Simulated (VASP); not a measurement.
A cell of SiAg (relaxed from the WC structure, space group P-6m2) near equilibrium:

```
CELL_PARAMETERS angstrom
      4.00696     0.00000     0.00000
     -2.00348     3.47012     0.00000
      0.00000     0.00000     2.63786
ATOMIC_POSITIONS crystal
  Ag 0.00000 0.00000 0.00000
  Si 0.66667 0.33333 0.50000
```

Calculation: PBEsol GGA, VASP's PBE PAW potentials (set 64) (plane waves; VASP).

```tsv
run	ΔE (meV/atom)	σxx	σyy	σzz	largest shear component, with its sign (GPa)	largest force (eV/Å)
as it is	0.0	-0.29	-0.29	0.06	0.00	0.000
after one change	2.7	-1.31	0.89	0.15	0.00	0.215
```
Stress is in GPa, positive when the cell is compressed.

Question: What was changed between the two runs?
A. isotropic strain of -4.0 %
B. atom 1 (Ag) moved by -0.050 Å along y
C. biaxial strain of +0.5 % in the xz plane
D. atom 2 (Si) moved by -0.075 Å along y

Answer: B, atom 1 (Ag) moved by -0.050 Å along y

The structure was generated: SiAg was put into the WC type (P-6m2), which need not be its known phase. The electron count is odd and the run is not spin-polarised, which forces a metal.
